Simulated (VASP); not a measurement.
An input for Quantum ESPRESSO's pw.x (written as the equivalent of a VASP run, and not itself run):

```
&CONTROL
  calculation = 'scf'
  pseudo_dir = './pseudo'
  outdir = './out'
  tprnfor = .true.
  tstress = .true.
/
&SYSTEM
  ibrav = 0
  nat = 3
  ntyp = 2
  ecutwfc = 84
  occupations = 'smearing'
  smearing = 'gaussian'
  degauss = 0.003675
  input_dft = 'pbe'
  noncolin = .true.
  lspinorb = .true.
/
&ELECTRONS
  conv_thr = 7.3e-08
  electron_maxstep = 100
/
ATOMIC_SPECIES
  Pb 207.200 Pb.upf
  F 18.998 F.upf
CELL_PARAMETERS angstrom
     0.0000000    2.9747823    2.9747823
     2.9747823    0.0000000    2.9747823
     2.9747823    2.9747823    0.0000000
ATOMIC_POSITIONS crystal
  Pb   1.0000000  0.0000000  0.0000000
  F    0.2500000  0.2500000  0.2500000
  F    0.7500000  0.7500000  0.7500000
K_POINTS automatic
  6 6 6 0 0 0
```

**Question.** Translate this input to VASP (INCAR, KPOINTS, POSCAR, choice of POTCAR).

**Answer.** One answer among several that fit: 
**POSCAR**
```
PbF2
1.0
  0.0000000000   2.9747823193   2.9747823193
  2.9747823193   0.0000000000   2.9747823193
  2.9747823193   2.9747823193   0.0000000000
Pb F
1 2
Cartesian
  0.0000000000   2.9747823193   2.9747823193
  1.4873911597   1.4873911597   1.4873911597
  4.4621734789   4.4621734789   4.4621734789
```

File KPOINTS:
```
Automatic
0
gamma
6 6 6
0 0 0
```

### INCAR
```
SYSTEM = PbF2
PREC = Accurate; ENCUT = 450; LREAL = .False.
LASPH = .True.
EDIFF = 1E-6; NELM = 100; ALGO = Normal
LMAXMIX = 4
ISMEAR = 0; SIGMA = 0.05
GGA = PE; GGA_COMPAT = .False.
MAGMOM = 0 0 0 0 0 0 0 0 0
LSORBIT = .True.
LWAVE = .True.; LCHARG = .False.
```

POTCAR, in this order: Pb_d F (PBE.64 set). Program: vasp_ncl.

The two are equivalent in intent, not identical: the potentials are each code's own (VASP's PAW set, PseudoDojo norm-conserving files, fully relativistic, in pw.x), so ENCUT and ecutwfc are chosen apart and not converted; conv_thr bounds pw.x's estimated SCF error, while EDIFF bounds the energy change between steps.

The compound is PbF2 in the fluorite structure, the β form. It was relaxed first.
